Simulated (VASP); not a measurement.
# GaN (P6_3mc) in VASP: Born charges and dielectric tensor with PBE

Aim: the Born charges and dielectric tensor of GaN with PBE.

Program: VASP 6.6.1. These are calculated values, not measurements. Logs are shortened: lines on timing, memory, paths and dates and some standing lists are left out, and cuts for length are marked.

**Measured values to compare with.**

From “Studying electronic properties in GaN without electrical contacts using γ-γ vs e−-γ Perturbed Angular Correlations”, 2019, pmc:6823545, for a bulk crystal of GaN: band gap 3.503 ± 0.005 eV (direct).

How close the calculation comes is told below.

### 1 The structure

Symmetry: P6_3mc, No. 186, hexagonal system. Conventional cell: a = 3.247 Å, b = 3.247 Å, c = 5.282 Å, α = 90.00°, β = 90.00°, γ = 120.00°. Ga (site symmetry 3m) has 4 N at 1.98 to 1.99 Å as nearest neighbours. N (site symmetry 3m) is surrounded by 4 Ga at 1.98 to 1.99 Å.

### 2 Born charges and dielectric tensor, PBE

File INCAR:

```
SYSTEM = GaN
PREC     = Accurate       ! precision mode
ENCUT    = 520            ! plane-wave cutoff, eV
EDIFF    = 1E-8           ! SCF threshold, eV
ISMEAR   = 0              ! smearing method
SIGMA    = 0.02           ! smearing width, eV
LREAL    = .FALSE.        ! projectors in reciprocal space
LASPH    = .TRUE.         ! aspherical terms in the spheres
NELM     = 80             ! most SCF steps
ALGO     = Fast           ! electronic algorithm
ISIF     = 2              ! what is computed and relaxed
LWAVE    = .FALSE.        ! write WAVECAR
LCHARG   = .FALSE.        ! write CHGCAR
GGA      = PE             ! functional
LEPSILON = .TRUE.         ! dielectric tensor by DFPT
IBRION   = 8              ! ionic algorithm
NSW      = 1              ! ionic steps
KPAR     = 4
```

File KPOINTS:

```
Automatic mesh
0
G
  12 12 6
  0 0 0
```

File POSCAR:

```
GaN                                     
1.0
    3.2473852117     -0.0000000000      0.0000000000
   -1.6236926059      2.8123180849      0.0000000000
    0.0000000000      0.0000000000      5.2815638996
  Ga              N             
     2     2
Direct
     0.3333333300000021    0.6666666699999979    0.9989601334644582
     0.6666666699999979    0.3333333300000021    0.4989601334644582
     0.3333333300000021    0.6666666699999979    0.3760398665355418
     0.6666666699999979    0.3333333300000021    0.8760398665355418
```

Potentials or basis: VASP PAW PBE potentials, release 64 (Ga, N).

The run is started by

```
$ cat potpaw_PBE.64/Ga/POTCAR potpaw_PBE.64/N/POTCAR > POTCAR
$ mpirun -np 4 vasp_std > vasp.out
```

OUTCAR:

```text
SYSTEM = GaN
   PREC = Accurate
   ENCUT = 520
   EDIFF = 1E-8
   ISMEAR = 0
   LREAL = .FALSE.
   LASPH = .TRUE.
   NELM = 80
   ISIF = 2
   GGA = PE
   LEPSILON = .TRUE.
   IBRION = 8
   NSW = 1

 ion  position               nearest neighbor table
   1  0.333  0.667  0.999-   4 1.98   4 1.98   4 1.98   3 1.99   2 3.24   2 3.24   2 3.24   2 3.24
                             2 3.24   2 3.24
   2  0.667  0.333  0.499-   3 1.98   3 1.98   3 1.98   4 1.99   1 3.24   1 3.24   1 3.24   1 3.24
                             1 3.24   1 3.24
   3  0.333  0.667  0.376-   2 1.98   2 1.98   2 1.98   1 1.99
   4  0.667  0.333  0.876-   1 1.98   1 1.98   1 1.98   2 1.99

  LATTYP: Found a hexagonal cell.
 ALAT       =     3.2473852117
 C/A-ratio  =     1.6264051091

  Lattice vectors:

 A1 = (   3.2473852117,   0.0000000000,   0.0000000000)
 A2 = (  -1.6236926059,   2.8123180849,   0.0000000000)
 A3 = (   0.0000000000,   0.0000000000,   5.2815638996)

Analysis of symmetry for initial positions (statically):
=====================================================================
 Subroutine PRICEL returns:
 Original cell was already a primitive cell.

 Routine SETGRP: Setting up the symmetry group for a
 hexagonal supercell.

 Subroutine GETGRP returns: Found 12 space group operations
 (whereof  6 operations were pure point group operations)
 out of a pool of 24 trial point group operations.

The static configuration has the point symmetry C_3v.
 The point group associated with its full space group is C_6v.

Analysis of symmetry for dynamics (positions and initial velocities):
=====================================================================
 Subroutine PRICEL returns:
 Original cell was already a primitive cell.

[... 641 lines left out ...]
 ---------------------------------------------------------------------------------
 ion    1
    1     2.70500    -0.00000     0.00000
    2    -0.00000     2.70500     0.00000
    3    -0.00000     0.00000     2.84473
 ion    2
    1     2.70500    -0.00000    -0.00000
    2    -0.00000     2.70500     0.00000
    3     0.00000    -0.00000     2.84473
 ion    3
    1    -2.70500     0.00000     0.00000
    2     0.00000    -2.70500     0.00000
    3    -0.00000     0.00000    -2.84473
 ion    4
    1    -2.70500     0.00000    -0.00000
    2     0.00000    -2.70500    -0.00000
    3     0.00000    -0.00000    -2.84473

 INTERNAL STRAIN TENSOR FOR ION    4 for displacements in x,y,z  (eV/Angst):
          X           Y           Z          XY          YZ          ZX
  --------------------------------------------------------------------------------
  x    -0.00000     0.00000     0.00000     9.54773    -0.00000     5.38172
  y     9.54773    -9.54773     0.00000     0.00000     5.71920    -0.00000
  z     5.33941     5.33941   -10.40795    -0.00000    -0.00000     0.00000

 SECOND DERIVATIVES (NOT SYMMETRIZED)
 ------------------------------------
               1X          1Y          1Z          2X          2Y          2Z          3X          3Y          3Z          4X          4Y          4Z
  1X   -13.364299    0.000000   -0.000000    0.349546   -0.000000   -0.000000    1.046405   -0.000000   -0.000000   11.968348   -0.000000    0.000000
  1Y     0.000000  -13.364299    0.000000   -0.000000    0.349546   -0.000000   -0.000000    1.046405    0.000000   -0.000000   11.968348    0.000000
  1Z     0.000000    0.000000  -19.844868    0.000000    0.000000    7.943293    0.000000    0.000000    7.102090    0.000000   -0.000000    4.799484
  2X     0.349546   -0.000000    0.000000  -13.364299    0.000000    0.000000   11.968348   -0.000000   -0.000000    1.046405   -0.000000    0.000000
  2Y    -0.000000    0.349546   -0.000000    0.000000  -13.364299    0.000000   -0.000000   11.968348   -0.000000   -0.000000    1.046405    0.000000
  2Z     0.000000   -0.000000    7.943293   -0.000000   -0.000000  -19.844868   -0.000000    0.000000    4.799484   -0.000000    0.000000    7.102090
  3X     1.048051   -0.000000   -0.000000   11.971186   -0.000000    0.000000  -13.544759    0.000000    0.000000    0.525522   -0.000000    0.000000
  3Y    -0.000000    1.048051    0.000000   -0.000000   11.971186    0.000000    0.000000  -13.544759    0.000000   -0.000000    0.525522    0.000000
  3Z    -0.000000   -0.000000    7.065643   -0.000000    0.000000    4.834915   -0.000000   -0.000000  -17.591902   -0.000000   -0.000000    5.691344
  4X    11.971186   -0.000000    0.000000    1.048051   -0.000000    0.000000    0.525522   -0.000000    0.000000  -13.544759    0.000000    0.000000
  4Y    -0.000000   11.971186    0.000000   -0.000000    1.048051    0.000000   -0.000000    0.525522   -0.000000    0.000000  -13.544759   -0.000000
  4Z     0.000000    0.000000    4.834915    0.000000    0.000000    7.065643    0.000000    0.000000    5.691344    0.000000    0.000000  -17.591902

 Eigenvectors and eigenvalues of the dynamical matrix
 ----------------------------------------------------

   1 f  =   20.185245 THz   126.827636 2PiTHz  673.307303 cm-1    83.479429 meV
             X         Y         Z           dx          dy          dz
     -0.000000  1.874879  5.276072     0.000000   -0.000000    0.040372
      1.623693  0.937439  2.635290     0.000000   -0.000000   -0.040372
     -0.000000  1.874879  1.986079     0.000000   -0.000000   -0.705953
      1.623693  0.937439  4.626861    -0.000000    0.000000    0.705953
[... 71 lines left out ...]
  12 f/i=    0.001062 THz     0.006670 2PiTHz    0.035412 cm-1     0.004391 meV
             X         Y         Z           dx          dy          dz
     -0.000000  1.874879  5.276072    -0.202201    0.612801   -0.000000
      1.623693  0.937439  2.635290    -0.202201    0.612801   -0.000000
     -0.000000  1.874879  1.986079    -0.090594    0.274559   -0.000000
      1.623693  0.937439  4.626861    -0.090594    0.274559   -0.000000

--------------------------------------------------------------------------------------------------------

 MACROSCOPIC STATIC DIELECTRIC TENSOR IONIC CONTRIBUTION
 ------------------------------------------------------
           4.217552    -0.000000    -0.000000
          -0.000000     4.217552     0.000000
          -0.000000     0.000000     5.101905
 ------------------------------------------------------

 ELASTIC MODULI CONTR FROM IONIC RELAXATION (kBar)
 Direction    XX          YY          ZZ          XY          YZ          ZX
 --------------------------------------------------------------------------------
 XX        -590.8640    272.7660    309.8879      0.0000     -0.0000     -0.0000
 YY         272.7660   -590.8640    309.8879      0.0000      0.0000      0.0000
 ZZ         309.8879    309.8879   -603.7794     -0.0000      0.0000     -0.0000
 XY           0.0000      0.0000     -0.0000   -431.8150     -0.0000     -0.0000
 YZ          -0.0000      0.0000      0.0000     -0.0000   -147.4259      0.0000
 ZX          -0.0000      0.0000     -0.0000      0.0000      0.0000   -151.1535
 --------------------------------------------------------------------------------

 PIEZOELECTRIC TENSOR IONIC CONTR  for field in x, y, z        (C/m^2)
          XX          YY          ZZ          XY          YZ          ZX
  --------------------------------------------------------------------------------
  x    -0.00000     0.00000    -0.00000     0.00000     0.00000    -0.75130
  y     0.00000     0.00000     0.00000    -0.00000    -0.74198     0.00000
  z    -0.84763    -0.84763     1.65150     0.00000    -0.00000     0.00000
```

OSZICAR:

```text
N       E                     dE             d eps       ncg     rms          rms(c)
DAV:   1     0.621772247731E+02    0.62177E+02   -0.74274E+03  1824   0.118E+03
DAV:   2    -0.236493594245E+02   -0.85827E+02   -0.79137E+02  2648   0.222E+02
DAV:   3    -0.282862181676E+02   -0.46369E+01   -0.46033E+01  2404   0.567E+01
DAV:   4    -0.283362293719E+02   -0.50011E-01   -0.49962E-01  2160   0.620E+00
[... 12 lines left out ...]
RMM:   9    -0.246270713798E+00   -0.21698E-06   -0.38222E-07  4418   0.472E-04    0.604E-05
RMM:  10    -0.246270982064E+00   -0.26827E-06   -0.72323E-09  4560   0.174E-04    0.147E-05
RMM:  11    -0.246271007719E+00   -0.25655E-07    0.87851E-08  4586   0.104E-04    0.985E-06
RMM:  12    -0.246271034576E+00   -0.26857E-07    0.20444E-07  4945   0.868E-05    0.134E-06
RMM:  13    -0.246271030251E+00    0.43253E-08    0.51026E-08  5139   0.780E-05    0.553E-07
 Linear response finished
```

Run time: 4.9 min. Hardware: 4 MPI ranks of Intel Xeon Platinum 8488C (Sapphire Rapids), shared host; peak memory 0.65 GiB.

Results:

```yaml
Band_gap_on_the_k_mesh: 1.63 eV, direct
Electronic_dielectric_tensor_diagonal: 5.93, 5.93, 6.14
Born_charges_mean_of_the_diagonal: Ga +2.75; N -2.75 e
Highest_phonon_frequency_at_Γ_LO-TO_splitting_left_out: 673 cm⁻¹
```

Phonon frequencies in cm⁻¹ (negative: imaginary):
```
              q point                                frequencies
(0.000, 0.000, 0.000)  0 0 0 134 134 327 527 551 551 556 556 673
```

Electronic dielectric tensor:
```
5.93 0.00 0.00
0.00 5.93 0.00
0.00 0.00 6.14
```

Born effective charge tensors (e):
atom 1, Ga
```
2.71 0.00 0.00
0.00 2.71 0.00
0.00 0.00 2.84
```
atom 2, Ga
```
2.71 0.00 0.00
0.00 2.71 0.00
0.00 0.00 2.84
```
atom 3, N
```
-2.71  0.00  0.00
 0.00 -2.71  0.00
 0.00  0.00 -2.84
```
atom 4, N
```
-2.71  0.00  0.00
 0.00 -2.71  0.00
 0.00  0.00 -2.84
```

### 3 Comparison with measurements

Step 2. Against the measured gap of GaN, 3.503 eV (direct; quoted in “Studying electronic properties in GaN without electrical contacts using γ-γ vs e−-γ Perturbed Angular Correlations”, 2019, pmc:6823545), the calculated 1.63 eV is off by -1.87 eV. So large a miss can be the level of theory's own, or it may mean another phase, state or a wrong row. Spin-orbit coupling on Ga is left out. The value is that of PBE, without temperature or zero-point motion. Semilocal functionals fall short of measured gaps as a rule.
